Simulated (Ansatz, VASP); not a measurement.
## Cross-check of C (C (Fd-3m)) between VASP and Ansatz

Aim: how closely do two programs agree when they are given the same cell, functional and k mesh? The cell is taken from a series of runs on this material, whose earlier steps may have relaxed, scaled, displaced or heated it; both programs get it as it stands.

Method: plane waves, with VASP 6.6.1 beside it; single point at HSE06, in Ansatz 0.2.0.

In doubt: a hybrid run on one k-point (step 3), which bears on gaps, levels and energies.

### 1. Set-up

It takes space group Fd-3m (No. 227, cubic). Conventional cell: a = 3.572 Å, b = 3.572 Å, c = 3.572 Å, α = 90.00°, β = 90.00°, γ = 90.00°. C has 4 C at 1.55 Å nearest.

### 2. VASP: single point, HSE06

With cell and atoms fixed, the geometry can't cause a difference; cores, projectors, grids and the points listed under the comparison can.

Lines of VASP's logs that name or quote its potential files are left out, and so is its time.

The run reads the wave functions of an earlier VASP run, which isn't shown here.

The input, INCAR:

```
SYSTEM = C
PREC = Accurate
ENCUT = 520
EDIFF = 1E-06
NELM = 100
ISMEAR = -1
SIGMA = 0.01
LREAL = Auto
ALGO = Normal
LHFCALC = .TRUE.
AEXX = 0.25
GGA = PE
HFSCREEN = 0.208
LASPH = .TRUE.
NBANDS = 86
PRECFOCK = Fast
LORBIT = 11
LWAVE = .FALSE.
LCHARG = .FALSE.
ISIF = 2
```

The input, POSCAR:

```
C
1.0
   -3.5715817600      3.5715817600      3.5715817600
    3.5715817600     -3.5715817600      3.5715817600
    3.5715817600      3.5715817600     -3.5715817600
C
32
Direct
    0.0000000000      0.0000000000      0.5000000000
    0.0000000000      0.2500000000      0.2500000000
    0.0000000000      0.5000000000      0.0000000000
    0.0000000000      0.7500000000      0.7500000000
    0.2500000000      0.0000000000      0.2500000000
    0.2500000000      0.2500000000      0.0000000000
    0.2500000000      0.5000000000      0.7500000000
    0.2500000000      0.7500000000      0.5000000000
    0.5000000000      0.0000000000      0.0000000000
    0.5000000000      0.2500000000      0.7500000000
    0.5000000000      0.5000000000      0.5000000000
    0.5000000000      0.7500000000      0.2500000000
    0.7500000000      0.0000000000      0.7500000000
    0.7500000000      0.2500000000      0.5000000000
    0.7500000000      0.5000000000      0.2500000000
    0.7500000000      0.7500000000      0.0000000000
    0.0000000000      0.0000000000      0.2500000000
    0.0000000000      0.2500000000      0.0000000000
    0.0000000000      0.5000000000      0.7500000000
    0.0000000000      0.7500000000      0.5000000000
    0.2500000000      0.0000000000      0.0000000000
    0.2500000000      0.2500000000      0.7500000000
    0.2500000000      0.5000000000      0.5000000000
    0.2500000000      0.7500000000      0.2500000000
    0.5000000000      0.0000000000      0.7500000000
    0.5000000000      0.2500000000      0.5000000000
    0.5000000000      0.5000000000      0.2500000000
    0.5000000000      0.7500000000      0.0000000000
    0.7500000000      0.0000000000      0.5000000000
    0.7500000000      0.2500000000      0.2500000000
    0.7500000000      0.5000000000      0.0000000000
    0.7500000000      0.7500000000      0.7500000000
```

The input, KPOINTS:

```
Automatic mesh
0
Gamma
1 1 1
0 0 0
```

The projector-augmented-wave data sets are C (PBE family, release 64).

The run is started by

```console
$ export OMP_NUM_THREADS=6
$ mpirun -np 1 vasp_gam
```

Numbers of over 12 decimals in the logs are rounded to 6 here.

The log of the run:

```text
[banner, memory and clock lines left out]
running    1 mpi-ranks, on    1 nodes
[...]
Offloading initialized ...    1 GPUs detected
[...]
LDA part: xc-table for (Slater+PW92), standard interpolation
 found WAVECAR, reading the header
 POSCAR, INCAR and KPOINTS ok, starting setup
[...]
reading WAVECAR
 the WAVECAR file was read successfully
 initial charge from wavefunction
 entering main loop
       N       E                     dE             d eps       ncg     rms          rms(c)
DAV:   1    -0.334197850382E+03   -0.33420E+03   -0.41295E+00   184   0.771E+00    0.305E+00
DAV:   2    -0.334203526540E+03   -0.56762E-02   -0.44765E-02   192   0.779E-01    0.174E+00
DAV:   3    -0.334192948240E+03    0.10578E-01   -0.61550E-03   178   0.286E-01    0.953E-01
DAV:   4    -0.334190036811E+03    0.29114E-02   -0.24900E-03   178   0.184E-01    0.498E-01
[...]
DAV:   8    -0.334189013486E+03    0.15775E-04   -0.89416E-06   186   0.120E-02    0.404E-02
DAV:   9    -0.334189009538E+03    0.39483E-05   -0.20060E-06   114   0.602E-03    0.228E-02
DAV:  10    -0.334189008721E+03    0.81705E-06   -0.77211E-07   114   0.413E-03
   1 F= -.33418901E+03 E0= -.33418901E+03  d E =-.497631E-13
```

OUTCAR, selected parts (step 2):

```text
  Total       -8.0276358     -8.0276358     -8.0276358     -0.0000000      0.0000000      0.0000000
  in kB      -70.5759059    -70.5759059    -70.5759059     -0.0000000      0.0000000      0.0000000
  external PRESSURE =     -70.5759059 kB  Pullay stress =       0.0000000 kB

 POSITION                                       TOTAL-FORCE (eV/Angst)
 -----------------------------------------------------------------------------------
      1.78579      1.78579     -1.78579        -0.000000      0.000000      0.000000
      1.78579      0.00000      0.00000        -0.000000     -0.000000     -0.000000
      1.78579     -1.78579      1.78579        -0.000000      0.000000      0.000000
      5.35737      0.00000      0.00000        -0.000000      0.000000     -0.000000
      0.00000      1.78579      0.00000        -0.000000     -0.000000      0.000000
      0.00000      0.00000      1.78579        -0.000000      0.000000      0.000000
      3.57158      1.78579      0.00000        -0.000000     -0.000000      0.000000
      3.57158      0.00000      1.78579        -0.000000      0.000000      0.000000
     -1.78579      1.78579      1.78579        -0.000000     -0.000000     -0.000000
      1.78579      3.57158      0.00000        -0.000000      0.000000      0.000000
      1.78579      1.78579      1.78579        -0.000000      0.000000      0.000000
      1.78579      0.00000      3.57158        -0.000000     -0.000000      0.000000
      0.00000      5.35737      0.00000        -0.000000      0.000000      0.000000
      0.00000      3.57158      1.78579        -0.000000     -0.000000     -0.000000
[...]
-----------------------------------------------------------------------------------
    total drift:                               -0.000000      0.000001     -0.000000

  FREE ENERGIE OF THE ION-ELECTRON SYSTEM (eV)
  ---------------------------------------------------
  free  energy   TOTEN  =      -334.1890087208 eV

  energy  without entropy=     -334.1890087208  energy(sigma->0) =     -334.18900872

[... 3 further parts left out ...]
[key lines of the parts left out:]
E-fermi :   9.2404
```

The run ends at a pressure of -7.06 GPa.

### 3. Ansatz: single point, HSE06

Ansatz runs on its default PAW (the set named soft_2) files.

The same cell, functional, mesh and smearing now go to Ansatz.

The input, input.yaml:

```yaml
crystal:
  lattice:
    - [-3.57158176, 3.57158176, 3.57158176]
    - [3.57158176, -3.57158176, 3.57158176]
    - [3.57158176, 3.57158176, -3.57158176]
  atoms:
    - { symbol: C, position: [0.0, 0.0, 0.5] }
    - { symbol: C, position: [0.0, 0.25, 0.25] }
    - { symbol: C, position: [0.0, 0.5, 0.0] }
    - { symbol: C, position: [0.0, 0.75, 0.75] }
    - { symbol: C, position: [0.25, 0.0, 0.25] }
    - { symbol: C, position: [0.25, 0.25, 0.0] }
    - { symbol: C, position: [0.25, 0.5, 0.75] }
    - { symbol: C, position: [0.25, 0.75, 0.5] }
    - { symbol: C, position: [0.5, 0.0, 0.0] }
    - { symbol: C, position: [0.5, 0.25, 0.75] }
    - { symbol: C, position: [0.5, 0.5, 0.5] }
    - { symbol: C, position: [0.5, 0.75, 0.25] }
    - { symbol: C, position: [0.75, 0.0, 0.75] }
    - { symbol: C, position: [0.75, 0.25, 0.5] }
    - { symbol: C, position: [0.75, 0.5, 0.25] }
    - { symbol: C, position: [0.75, 0.75, 0.0] }
    - { symbol: C, position: [0.0, 0.0, 0.25] }
    - { symbol: C, position: [0.0, 0.25, 0.0] }
    - { symbol: C, position: [0.0, 0.5, 0.75] }
    - { symbol: C, position: [0.0, 0.75, 0.5] }
    - { symbol: C, position: [0.25, 0.0, 0.0] }
    - { symbol: C, position: [0.25, 0.25, 0.75] }
    - { symbol: C, position: [0.25, 0.5, 0.5] }
    - { symbol: C, position: [0.25, 0.75, 0.25] }
    - { symbol: C, position: [0.5, 0.0, 0.75] }
    - { symbol: C, position: [0.5, 0.25, 0.5] }
    - { symbol: C, position: [0.5, 0.5, 0.25] }
    - { symbol: C, position: [0.5, 0.75, 0.0] }
    - { symbol: C, position: [0.75, 0.0, 0.5] }
    - { symbol: C, position: [0.75, 0.25, 0.25] }
    - { symbol: C, position: [0.75, 0.5, 0.0] }
    - { symbol: C, position: [0.75, 0.75, 0.75] }
basis:
  ecutwfc: 420.0
  ecutrho_ratio: 4
  xc_grid: 2
  fft_grid_basis: typed
  precision: f64
kpoints:
  mp_grid: { grid: [1, 1, 1] }
hamiltonian:
  xc: hse06
  pseudopotentials: { kind: paw }
scf:
  max_iter: 120
  occupations: { method: fermi_dirac, width: 0.01 }
checkpoint:
  write: "../host.point.run"
  compress: false
  write_wavefunctions: true
  write_every: 100000
```

The run is started by

```console
$ ansatz run input.yaml --threads 2 --pin off --max-ram 3768MiB --backend cpu --events-out ev --progress --plain --runs-dir out
```

The log of the run:

```text
exact exchange: scf.exx.singularity resolves to wigner_seitz, which cuts the screened interaction at the faces of the exchange supercell's Wigner-Seitz cell, so that each pair interacts once, at the shortest of its separations (the periodic images that this leaves out come, for a point-like exchange hole, to about 0.446 eV on a filled level). The cut falls within the interaction's reach, and what an exchange supercel [...]
Engine: ansatz 0.2.0, x86_64-unknown-linux-gnu
Pseudopotentials: kind: paw
Pseudopotential: C, paw, valence charge 4, recommended cutoff 420 eV (normal), C.paw.azcp
Functional definition: HSE06
  parameter a = 0.25
  parameter omega = 0.11/bohr
  exchange = pbe_x - a*pbe_x_sr(omega) + a*exact_x_sr(omega)
  correlation = pbe_c
Crystal: 32 atoms, lattice volume = 182.239 Å³
Basis set: ecut = 420 eV, 3559 PW (Γ), exchange–correlation on 90×90×90 points (8 copies of the dense FFT grid, shifted against one another)
Bands: 96, of which v1, the nominal top of the filled ones, is band 64 counted from 1 (63 counted from 0)
Symmetry: 768 space group operations
Space group: Fd-3m (ITA 227), of the structure as read, at distance tolerance 5.7e-5 Å
k-points: 1
Non-local potential: C, projectors of the file, l = 0: 2, l = 1: 2, l = 2: 1
PAW form: soft (Blöchl's): semilocal exchange-correlation on the pseudo side does not see the compensation charge
PAW frozen core: C, regenerated for the run's functional, and the local potential with it (the file was generated under x = pbe(κ = 0.804, μ = 0.219515), c = pbe(β = 0.066725))
PAW one-centre angular grid: C, 110 points (default); XC on 64 Gauss nodes
Initial density: superposition of atomic densities (neutral atoms: chi_scale 0, normalization atom), corrected by the library's trained network
Initial wavefunctions: pseudopotential atomic-orbital guess
Functional: x = pbe(κ = 0.804, μ = 0.219515), c = pbe(β = 0.066725), warm-up for x = pbe(κ = 0.804, μ = 0.219515) + 0.25 (exact − pbe) at short range (hse, ω = 0.207870 Å⁻¹), c = pbe(β = 0.066725); HSE06 as pw.x's `hse` composes it (authors' and Libxc's form: `xc: wpbeh`)
SCF iter   1: F=—  HF=-8020.786207 eV  |F-HF|=—  |Δ(HF+E_count)|=         —  Δρ=6.79e-3  dr2=5.79e-2  ethr=1.77e-3  ⟨swp⟩=5.0  Hψ=429  notcnv=0
preconditioner: auto → none  [insulator: Δε(μ)=4.766 eV  Ē_g=16.729 eV  σ=0.010 eV  W_gap=1.00  n_scr=54 (ndim 8)  ℏωp=31.1 eV  f_vac=0.000  D(μ)=0.00/eV (n_scr^D=0)]
SCF iter   2: F=—  HF=-8020.766944 eV  |F-HF|=—  |Δ(HF+E_count)|=   1.93e-2  Δρ=2.64e-3  dr2=8.02e-3  ethr=4.53e-5  ⟨swp⟩=4.0  Hψ=223  notcnv=0
iter 3 solved again at ethr=1.48e-8 eV; its pass at ethr=6.26e-6 eV (dr2=1.90e-5 eV) is discarded
SCF iter   3: F=-8020.764385 eV  HF=-8020.764376 eV  |F-HF|=8.87e-6  |Δ(HF+E_count)|=   2.57e-3  Δρ=1.92e-4  dr2=1.78e-5  ethr=1.48e-8  ⟨swp⟩=5.0  Hψ=445  notcnv=0
SCF 1 stopped early in 3 iterations: F = -8020.764385 eV  dr2 = 1.78e-5
  greatest PAW one-centre occupation: 0.637 electrons in one spin orbital (limit 2), on the C atom at site 15 (counted from 0), in its partial waves of l = 0
Initial density: handed on by an earlier stage of this run
Initial wavefunctions: those handed on with the density
Functional: x = pbe(κ = 0.804, μ = 0.219515) + 0.25 (exact − pbe) at short range (hse, ω = 0.207870 Å⁻¹), c = pbe(β = 0.066725); HSE06 as pw.x's `hse` composes it (authors' and Libxc's form: `xc: wpbeh`)
Exchange kernel: α = 0.2500, screened, ω = 0.2079 Å⁻¹, Wigner–Seitz truncation, v(0) = 558.9497 eV·Å³, q-mesh 1×1×1, nearest image of the exchange supercell L = 6.19 Å, pair-density grid 32×32×32, without the augmentation charges, whose exchange is taken in its separable form (sized by the pseudopotential files, 36×36×36 at the most)
Frozen-core exchange: fock
SCF iter   1: F=—  HF=-8023.353275 eV  |F-HF|=—  |Δ(HF+E_count)|=         —  Δρ=1.05e-2  dr2=8.58e-2  ethr=1.39e-7  ⟨swp⟩=8.0  Hψ=535  notcnv=0
preconditioner: auto → none  [insulator: Δε(μ)=5.950 eV  Ē_g=19.108 eV  σ=0.010 eV  W_gap=1.00  n_scr=54 (ndim 8)  ℏωp=31.1 eV  f_vac=0.000  D(μ)=0.00/eV (n_scr^D=0)]
SCF iter   2: F=—  HF=-8023.319211 eV  |F-HF|=—  |Δ(HF+E_count)|=   3.41e-2  Δρ=4.40e-3  dr2=1.35e-2  ethr=1.39e-7  ⟨swp⟩=4.0  Hψ=352  notcnv=0
SCF iter   3: F=—  HF=-8023.344568 eV  |F-HF|=—  |Δ(HF+E_count)|=   2.54e-2  Δρ=9.84e-4  dr2=5.28e-4  ethr=1.39e-7  ⟨swp⟩=4.0  Hψ=313  notcnv=0
SCF iter   4: F=—  HF=-8023.344375 eV  |F-HF|=—  |Δ(HF+E_count)|=   1.93e-4  Δρ=1.69e-4  dr2=3.93e-5  ethr=1.39e-7  ⟨swp⟩=3.0  Hψ=187  notcnv=0
SCF iter   5: F=-8023.344653 eV  HF=-8023.344658 eV  |F-HF|=4.41e-6  |Δ(HF+E_count)|=   2.82e-4  Δρ=8.11e-5  dr2=7.99e-6  ethr=1.28e-8  ⟨swp⟩=4.0  Hψ=236  notcnv=0
SCF 2 stopped early in 5 iterations: F = -8023.344653 eV  dr2 = 7.99e-6
  greatest PAW one-centre occupation: 0.641 electrons in one spin orbital (limit 2), on the C atom at site 31 (counted from 0), in its partial waves of l = 0
hybrid outer 1: dexx = +3.394e-2 eV, tail = 2.52e-5 eV
Exchange kernel: α = 0.2500, screened, ω = 0.2079 Å⁻¹, Wigner–Seitz truncation, v(0) = 558.9497 eV·Å³, q-mesh 1×1×1, nearest image of the exchange supercell L = 6.19 Å, pair-density grid 32×32×32, without the augmentation charges, whose exchange is taken in its separable form (sized by the pseudopotential files, 36×36×36 at the most)
Frozen-core exchange: fock
SCF iter   1: F=—  HF=-8023.344411 eV  |F-HF|=—  |Δ(HF+E_count)|=         —  Δρ=1.12e-5  dr2=6.31e-8  ethr=9.83e-8  ⟨swp⟩=4.0  Hψ=226  notcnv=0
preconditioner: auto → none  [insulator: Δε(μ)=6.009 eV  Ē_g=19.122 eV  σ=0.010 eV  W_gap=1.00  n_scr=54 (ndim 8)  ℏωp=31.1 eV  f_vac=0.000  D(μ)=0.00/eV (n_scr^D=0)]
SCF iter   2: F=-8023.344411 eV  HF=-8023.344411 eV  |F-HF|=3.39e-9  |Δ(HF+E_count)|=   4.03e-8  Δρ=4.61e-6  dr2=2.22e-8  ethr=3.75e-11  ⟨swp⟩=4.0  Hψ=235  notcnv=0
SCF 3 converged in 2 iterations: F = -8023.344411 eV  dr2 = 2.22e-8
hybrid outer 2: dexx = +1.629e-7 eV, tail = 4.56e-8 eV, Δε = 1.22e-3 eV (about 8.70e-5 eV left of the loop's levels)
hybrid SCF converged: 2 outer / 7 inner (+3 warm-up), last move |dexx| = 1.63e-7 eV, tail = 4.56e-8 eV
Stability not checked: this state was not tested for a lower state beside it, because the functional holds exact exchange (a hybrid, or Hartree-Fock), whose exchange loop this test does not read (fock_operator; see scf.lower_state_search)
Free energy (F): -8023.344411 eV
Frozen-core exchange: fock
Harris-Foulkes:  -8023.344411 eV  (|F-HF|=3.39e-9)
Internal energy: -8023.344411 eV  (E = F + TS)
E sigma→0 (E₀):  -8023.344411 eV
Fermi energy:    15.587420 eV
--- Per-component energies (eV) ---
  E_band       = 369.244401
  E_kinetic    = 2957.816416
  E_local      = -1951.112223  (includes V_loc(G=0)·N_el)
  E_nonlocal   = 833.560076
  E_hartree    = 430.633728
  E_xc         = -1261.522988
  E_vxc        = -1549.966412  (∫ρ·V_xc dr)
  E_exx        = -293.318873  (= α·E_x^exact, valence–valence)
  E_paw        = -3179.015374  (= ΣΔE_a)
  E_vpaw       = -195.680231  (= ΣTr[D̂ρ^β])
  E_aug_tail   = 0.000291  (compensation charges beyond the density's cutoff)
  E_ewald      = -5559.834480
  E_core_change = -0.550984  (= ΣΔE_core)
  E_smearing   = -0.000000  (= −TS)
  E_closure    = -0.000000  (closes the sum)
  Σ components = -8023.344411   (vs F -8023.344411, Δ=0.00e0)
--- Band table (eV) ---
  k-point 0: bands = [... 60 lower, 9.3515, 12.5865, 12.5865, 12.5865, 18.5953, 18.5953, 18.5953, 18.5953, ... 19 higher]
  guard bands above this table: 9 of the run's 96 bands. The solve was not asked for them (output.publish_guard_bands: true or output.eigenvalues: true publishes all)
```

In the SCF lines HF is the Harris–Foulkes energy and dr2 the Hartree energy of the density residual, in eV; the loop may stop once dr2 is under the threshold and the program's other checks hold. Hψ counts applications of the Hamiltonian.

### 4. Side by side

Known differences besides the potentials themselves: exact exchange at q = 0 is treated differently, which shows on coarse meshes; VASP keeps PBE cores, Ansatz makes them for the functional; the cutoff is 420 eV in Ansatz and 520 eV in VASP (PREC = Accurate, projectors in real space); VASP takes a coarser grid for exact exchange (PRECFOCK = Fast). Total energies have different zeros and are not compared.

Compared:

| quantity | Ansatz | VASP | difference |
| --- | --- | --- | --- |
| gap on the k mesh (eV) | 6.009 | 6.133 | -0.124 |

A gap on the mesh is an upper bound, since the band edges may lie between its points.

### 5. What came out

```yaml
difference_in_gap_on_the_k_mesh_single_point_hse06: -0.12 eV
```

What this shows: The difference in gap on the k mesh is -0.12 eV (single point, HSE06), beyond the 0.08 eV picked in this series as the mark of a large difference. What causes the difference of the single point, HSE06 pair stays open here. How closely two codes agree says nothing of how well the functional describes the real material.

[Lines on the potential files, build, host, timing and source positions are cut from VASP's logs without a mark.]

[Logs are printed without paths, hosts, clocks, repeated set-up lines and the standing remarks that a program may print on its own settings, such as how far it seeks lower states.]

[Hosts, paths, dates, database ids (printed as entryN), source tags and the programs' standing remarks are cut or masked in the printed files.]
